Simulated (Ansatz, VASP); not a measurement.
## HfCdO3 in two plane-wave programs

One calculation is typed for both programs; each brings its own data sets. How far apart do they land? The cell is generated by rule, not measured, and may not be a known phase. The cell is taken from a series of runs on this material, whose earlier steps may have relaxed, scaled, displaced or heated it; both programs get it as it stands.

Calculated with Ansatz 0.2.0; plane waves, with VASP 6.6.1 beside it; PBEsol.

The structure was built from a prototype and need not be the compound's stable phase.

### 1. Starting point

It takes space group Pm-3m (No. 221, cubic). The conventional cell has a = 4.066 Å, b = 4.066 Å, c = 4.066 Å, α = 90.00°, β = 90.00°, γ = 90.00°. Nearest to Cd lie 12 O at 2.88 Å. Hf has 6 O at 2.03 Å nearest. Nearest to O lie 2 Hf at 2.03 Å. Farther neighbours and most contacts between anions are not listed.

### 2. Ansatz: zone-centre phonons, PBEsol

Ansatz runs on its PAW soft_1 files.

Second derivatives magnify differences that forces hide, and they need a tight electronic threshold.

The input, input.yaml:

```yaml
crystal:
  lattice:
    - [4.0659610577, 0.0, 0.0]
    - [0.0, 4.0659610577, 0.0]
    - [0.0, 0.0, 4.0659610577]
  atoms:
    - { symbol: Cd, position: [0.0, 0.0, 0.0] }
    - { symbol: Hf, position: [0.5, 0.5, 0.5] }
    - { symbol: O, position: [0.5, 0.5, 0.0] }
    - { symbol: O, position: [0.5, 0.0, 0.5] }
    - { symbol: O, position: [0.0, 0.5, 0.5] }
kpoints:
  mp_grid: { grid: [8, 8, 8] }
hamiltonian:
  xc: pbesol
  pseudopotentials: { kind: paw, azcp: { folder: soft_1 }, xc_functional: pbe }
scf:
  occupations: { method: methfessel_paxton, width: 0.2 }
output:
  eigenvalues: true
phonons:
  method: dfpt
```

On the command line:

```bash
$ ansatz run input.yaml --threads 4 --pin off --max-ram 16384MiB --backend cpu --events-out ev --progress --plain --runs-dir out
```

Numbers of over 12 decimals in the logs are rounded to 6 here.

The log of the run:

```text
zone centre: on kpoints.mp_grid the ground state, and the responses unless they are solved on pairs of k-points, stand on 125 of the mesh's 512 k-points, reduced under 8 symmetry operations, with k and −k counted as one. Each operation leaves every solved displacement unchanged or reverses it
Engine: ansatz 0.2.0, aarch64-unknown-linux-gnu
Pseudopotentials: kind: paw
Pseudopotential: Cd, paw, valence charge 20, recommended cutoff 420 eV (normal), soft_1/Cd.paw.azcp
Pseudopotential: Hf, paw, valence charge 26, recommended cutoff 420 eV (normal), soft_1/Hf.paw.azcp
Pseudopotential: O, paw, valence charge 6, recommended cutoff 420 eV (normal), soft_1/O.paw.azcp
Functional definition: PBEsol
  exchange = pbesol_x
  correlation = pbesol_c
Crystal: 5 atoms, lattice volume = 67.219 Å³
Basis set: ecut = 420 eV, 1357 PW (Γ), exchange–correlation on 60×60×60 points (8 copies of the dense FFT grid, shifted against one another)
Bands: 39, of which v1, the nominal top of the filled ones, is band 32 counted from 1 (31 counted from 0)
Symmetry: 48 space group operations
k-points: 125 of 512 (irreducible under 8 space group operations)
Non-local potential: Cd, projectors of the file, l = 0: 3, l = 1: 2, l = 2: 2, l = 3: 1
Non-local potential: Hf, projectors of the file, l = 0: 3, l = 1: 2, l = 2: 2, l = 3: 3
Non-local potential: O, projectors of the file, l = 0: 2, l = 1: 2, l = 2: 1
PAW form: soft (Blöchl's): semilocal exchange-correlation on the pseudo side does not see the compensation charge
PAW frozen core: Cd, regenerated for the run's functional, and the local potential with it (the file was generated under x = pbe(κ = 0.804, μ = 0.219515), c = pbe(β = 0.066725))
PAW frozen core: Hf, regenerated for the run's functional, and the local potential with it (the file was generated under x = pbe(κ = 0.804, μ = 0.219515), c = pbe(β = 0.066725))
PAW frozen core: O, regenerated for the run's functional, and the local potential with it (the file was generated under x = pbe(κ = 0.804, μ = 0.219515), c = pbe(β = 0.066725))
PAW one-centre angular grid: Cd, 590 points (default); XC on 64 Gauss nodes
PAW one-centre angular grid: Hf, 590 points (default); XC on 64 Gauss nodes
PAW one-centre angular grid: O, 110 points (default); XC on 64 Gauss nodes
Initial density: superposition of atomic densities (chi_scale 0.1, normalization cell, long waves kept (reshape's long-wave potential 0.00 eV rms))
Initial wavefunctions: pseudopotential atomic-orbital guess
Functional: x = pbesol(κ = 0.804, μ = 0.123457), c = pbesol(β = 0.046)
SCF iter   1: F=—  HF=-25470.629282 eV  |F-HF|=—  |Δ(HF+E_count)|=         —  Δρ=9.09e-2  dr2=5.37e0  ethr=3.10e-3  ⟨swp⟩=4.7  Hψ=15231  notcnv=0
preconditioner: auto → Resta (q_TF=auto, 2.706 Å⁻¹)  ε∞=4.8  [insulator: Δε(μ)=0.341 eV  Ē_g=17.120 eV  σ=0.200 eV  W_gap=0.73  n_scr=26 (ndim 8)  ℏωp=33.3 eV  f_vac=0.000  D(μ)=0.52/eV (n_scr^D=0)  ε∞_Penn≈4.8]
SCF iter   2: F=—  HF=-25469.385989 eV  |F-HF|=—  |Δ(HF+E_count)|=    1.24e0  S|Δr|=    0.00e0  Δρ=4.05e-2  dr2=1.40e0  ethr=3.10e-3  ⟨swp⟩=2.0  Hψ=9878  notcnv=0  defer=247
SCF iter   3: F=—  HF=-25468.975450 eV  |F-HF|=—  |Δ(HF+E_count)|=   4.11e-1  S|Δr|=    0.00e0  Δρ=1.33e-2  dr2=2.26e-1  ethr=2.18e-3  ⟨swp⟩=2.2  Hψ=8814  notcnv=0  defer=245
SCF iter   4: F=—  HF=-25468.862622 eV  |F-HF|=—  |Δ(HF+E_count)|=   1.13e-1  S|Δr|=    0.00e0  Δρ=6.71e-3  dr2=4.31e-2  ethr=3.53e-4  ⟨swp⟩=2.0  Hψ=9771  notcnv=0  defer=237
SCF iter   5: F=—  HF=-25468.858014 eV  |F-HF|=—  |Δ(HF+E_count)|=   4.61e-3  S|Δr|=    0.00e0  Δρ=1.64e-3  dr2=3.23e-3  ethr=6.74e-5  ⟨swp⟩=2.1  Hψ=7290  notcnv=0  defer=234
SCF iter   6: F=—  HF=-25468.855649 eV  |F-HF|=—  |Δ(HF+E_count)|=   2.37e-3  S|Δr|=    0.00e0  Δρ=5.33e-4  dr2=1.43e-4  ethr=5.04e-6  ⟨swp⟩=2.1  Hψ=7758  notcnv=0  defer=234
SCF iter   7: F=—  HF=-25468.855720 eV  |F-HF|=—  |Δ(HF+E_count)|=   7.18e-5  S|Δr|=    0.00e0  Δρ=1.90e-4  dr2=2.58e-5  ethr=2.24e-7  ⟨swp⟩=2.0  Hψ=9154  notcnv=0  defer=225
SCF iter   8: F=—  HF=-25468.855722 eV  |F-HF|=—  |Δ(HF+E_count)|=   1.46e-6  S|Δr|=    0.00e0  Δρ=4.60e-5  dr2=1.42e-6  ethr=4.02e-8  ⟨swp⟩=2.1  Hψ=7885  notcnv=0  defer=225
SCF iter   9: F=—  HF=-25468.855717 eV  |F-HF|=—  |Δ(HF+E_count)|=   4.93e-6  S|Δr|=    0.00e0  Δρ=9.47e-6  dr2=4.91e-8  ethr=2.21e-9  ⟨swp⟩=2.0  Hψ=8148  notcnv=0  defer=225
SCF iter  10: F=—  HF=-25468.855717 eV  |F-HF|=—  |Δ(HF+E_count)|=   1.58e-8  S|Δr|=    0.00e0  Δρ=2.05e-6  dr2=2.43e-9  ethr=7.67e-11  ⟨swp⟩=2.0  Hψ=7106  notcnv=0  defer=225
SCF iter  11: F=—  HF=-25468.855717 eV  |F-HF|=—  |Δ(HF+E_count)|=  3.86e-10  S|Δr|=    0.00e0  Δρ=3.83e-7  dr2=6.84e-11  ethr=3.80e-12  ⟨swp⟩=2.0  Hψ=7811  notcnv=0  defer=225
SCF iter  12: F=-25468.855717 eV  HF=-25468.855717 eV  |F-HF|=7.28e-12  |Δ(HF+E_count)|=  7.28e-12  S|Δr|=    0.00e0  Δρ=9.46e-8  dr2=4.40e-12  ethr=1.00e-12  ⟨swp⟩=10.5  Hψ=25154  notcnv=0
SCF 1 converged in 12 iterations: F = -25468.855717 eV  dr2 = 4.40e-12
  greatest PAW one-centre occupation: 1.000 electrons in one spin orbital (limit 2), on the Cd atom at site 0 (counted from 0), in its partial waves of l = 0
DFPT response loops at Γ: preconditioner auto → Kerker (q_TF=auto, 2.706 Å⁻¹) (partly filled bands, converged f_vac=0.017); β = 1.00, the filter's whole step (`scf.mixing.beta` (0.50) is not read by the response loops under this deck's `scf.mixing.preconditioner`; to damp them name `kerker` or `kerker_dos`, under which they read `scf.mixing.beta`, and type it under 1.00, their step now; both keys bind the ground state too); Broyden in place of MSR1
SCF converged after 12 iterations
Stability not checked: this state was not tested for a lower state beside it, because cold or Methfessel-Paxton smearing, or corrected tetrahedra, fill the levels in a way that the test cannot read (fill_not_monotonic; see scf.lower_state_search)
Free energy (F): -25468.855717 eV
Harris-Foulkes:  -25468.855717 eV  (|F-HF|=7.28e-12)
Internal energy: -25468.861948 eV  (E = F + TS)
E sigma→0 (E₀):  -25468.857275 eV
Entropy (-TS):   0.006231 eV (1.246 meV/atom)
Fermi energy:    10.982319 eV
Step filling:    the computed levels leave a gap of 0.0000 eV = 0.0 smearing widths at the electron count; against every level under it full and every level over it empty, smearing changes F+E_penalty+E_count by +2.908 meV and its σ→0 estimate by +1.350 meV
--- Per-component energies (eV) ---
  E_band       = -511.005041
  E_kinetic    = 1348.852757
  E_local      = -11089.487184  (includes V_loc(G=0)·N_el)
  E_nonlocal   = 357.063758
  E_hartree    = 5177.109382
  E_xc         = -629.505432
  E_vxc        = -718.827324  (∫ρ·V_xc dr)
  E_paw        = -12084.669814  (= ΣΔE_a)
  E_vpaw       = -762.828610  (= ΣTr[D̂ρ^β])
  E_aug_tail   = 0.002723  (compensation charges beyond the density's cutoff)
  E_ewald      = -8549.927019
  E_core_change = 1.698881  (= ΣΔE_core)
  E_smearing   = 0.006231  (= −TS)
  E_closure    = -0.000000  (closes the sum)
  Σ components = -25468.855717   (vs F -25468.855717, Δ=0.00e0)
--- Band table (eV; the first three rows and the last of 125) ---
  k-point 0: bands = [... 28 lower, 9.9346, 10.3012, 10.6364, 10.6364, 10.6364, 15.3779, 15.3779, 15.3779, ... 3 higher]
  k-point 1: bands = [... 28 lower, 9.8311, 9.9183, 10.5941, 10.5941, 11.0893, 15.3817, 15.7150, 15.7150, ... 3 higher]
  k-point 2: bands = [... 28 lower, 9.5970, 9.8795, 10.5566, 10.5566, 12.0575, 15.3907, 16.4788, 16.4788, ... 3 higher]
  k-point 124: bands = [... 28 lower, 6.8128, 10.8976, 10.8976, 10.8976, 11.5011, 19.2157, 19.2157, 19.2157, ... 3 higher]
--- Phonons (Γ-DFPT): 4 representative perturbations + reference, on 125 of 512 k-points (Σ response iterations 12) ---
  k mesh reduced under 8 symmetry operations, with k and −k counted as one. Each operation leaves every solved displacement unchanged or reverses it
  ASR residual: 7.800e-5 → 0.000e0 eV/Å²; symmetrization residual: 6.549e-6 eV/Å²
  ASR residual per site (eV/Å²): 2.20e-6 7.80e-5 1.10e-5 1.10e-5 1.10e-5
  Γ frequencies (cm⁻¹): -240.35 -240.35 -240.35 -156.74 -156.74 -156.74 0.00 0.00 0.00 122.43 122.43 122.43 636.97 636.97 636.97
  non-analytic LO–TO correction: not included (Born effective charges unavailable; polar crystals: no LO–TO splitting at Γ)
```

The column dr2 measures how far the density is from self-consistency, as an energy; F and HF (Harris–Foulkes) agree once it is small.

(Continued in part 2 of 3.)

[Lines on the potential files, build, host, timing and source positions are cut from VASP's logs without a mark.]

[Logs are printed without paths, hosts, clocks, repeated set-up lines and the standing remarks that a program may print on its own settings, such as how far it seeks lower states.]

[Hosts, paths, dates, database ids (printed as entryN), source tags and the programs' standing remarks are cut or masked in the printed files.]
